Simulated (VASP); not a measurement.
Output of a VASP run:

File OSZICAR:
```
       N       E                     dE             d eps       ncg     rms          rms(c)
DAV:   1     0.224923387527E+03    0.22492E+03   -0.16908E+04   924   0.191E+03
DAV:   2     0.426688777251E+01   -0.22066E+03   -0.21439E+03   984   0.368E+02
DAV:   3    -0.155206388863E+02   -0.19788E+02   -0.19719E+02  1116   0.115E+02
DAV:   4    -0.159450217079E+02   -0.42438E+00   -0.42409E+00  1074   0.176E+01
DAV:   5    -0.159532856132E+02   -0.82639E-02   -0.82630E-02  1116   0.237E+00    0.112E+01
DAV:   6    -0.151024445777E+02    0.85084E+00   -0.22750E+00  1230   0.494E+01    0.846E+00
DAV:   7    -0.151422453184E+02   -0.39801E-01   -0.21964E+00   966   0.882E+00    0.346E+00
DAV:   8    -0.151172080311E+02    0.25037E-01   -0.94666E-02  1260   0.436E+00    0.115E+00
DAV:   9    -0.151156378185E+02    0.15702E-02   -0.32259E-02  1278   0.271E+00    0.282E-01
DAV:  10    -0.151157098433E+02   -0.72025E-04   -0.12098E-03  1100   0.470E-01    0.211E-01
DAV:  11    -0.151158086826E+02   -0.98839E-04   -0.22614E-04  1258   0.229E-01    0.538E-02
DAV:  12    -0.151158204603E+02   -0.11778E-04   -0.63860E-05  1068   0.614E-02    0.257E-02
DAV:  13    -0.151158216745E+02   -0.12142E-05   -0.28759E-06  1104   0.173E-02    0.134E-02
DAV:  14    -0.151158226501E+02   -0.97557E-06   -0.19893E-06  1186   0.291E-02    0.389E-03
DAV:  15    -0.151158223959E+02    0.25420E-06   -0.76980E-07  1158   0.195E-02    0.187E-03
DAV:  16    -0.151158223907E+02    0.51518E-08   -0.15566E-07   678   0.261E-03
   1 F= -.15115822E+02 E0= -.15115822E+02  d E =-.174079E-10
```

File OUTCAR:
```
------------------------ aborting loop because EDIFF is reached ----------------------------------------
  FORCE on cell =-STRESS in cart. coord.  units (eV):
  Direction    XX          YY          ZZ          XY          YZ          ZX
  --------------------------------------------------------------------------------------
  Total        1.8960180      1.8960179      1.9683757      0.0000000     -0.0000000      0.0000000
  in kB       41.3560632     41.3560622     42.9343331      0.0000000     -0.0000000      0.0000000
  external PRESSURE =      41.8821529 kB  Pullay stress =       0.0000000 kB
  volume of cell :       73.45
      direct lattice vectors                 reciprocal lattice vectors
     1.863369919 -3.227451332  0.000000000     0.268331046 -0.154921004  0.000000000
     1.863369919  3.227451332  0.000000000     0.268331046  0.154921004  0.000000000
     0.000000000  0.000000000  6.106959877     0.000000000  0.000000000  0.163747596
  FREE ENERGIE OF THE ION-ELECTRON SYSTEM (eV)
  ---------------------------------------------------
  free  energy   TOTEN  =       -15.1158223907 eV

  energy  without entropy=      -15.1158223907  energy(sigma->0) =      -15.11582239
```
(Selected blocks of OUTCAR.)

### POSCAR
```
ZnS
1
    1.8633699189    -3.2274513323     0.0000000000
    1.8633699189     3.2274513323     0.0000000000
    0.0000000000     0.0000000000     6.1069598771
Zn S
2 2
Direct
  0.6666670000   0.3333330000   0.5001780996
  0.3333330000   0.6666670000   0.0001780996
  0.6666670000   0.3333330000   0.8748219004
  0.3333330000   0.6666670000   0.3748219004
```

**Question.** Write an INCAR and KPOINTS that could have produced this output.

**Answer.** One answer among several that fit: the input of the run itself, PBEsol GGA, plane waves, VASP's PBE PAW potentials (set 64).

### KPOINTS
```
Automatic mesh
0
Gamma
6 6 4
0 0 0
```

### INCAR
```
! general
SYSTEM  = ZnS
PREC    = Accurate
ENCUT   = 480
LREAL   = F   ! projection in real space or not
LASPH   = T   ! aspherical one-centre terms

! electronic loop
EDIFF   = 1E-7
NELM    = 100   ! most electronic steps
ALGO    = Normal
LMAXMIX = 4   ! l cut-off of mixed one-centre charges

! smearing
ISMEAR  = 0   ! Gaussian
SIGMA   = 0.05   ! width (eV)

! functional
GGA     = PS

! ions
ISIF    = 2   ! forces and stress, cell fixed

! output
LWAVE   = F
LCHARG  = F
```

POTCAR, in this order: Zn S (PBE.64 set). Program: vasp_std.

The compound is ZnS in the wurtzite structure, the high-temperature form. This cell was strained or had an atom moved on purpose.
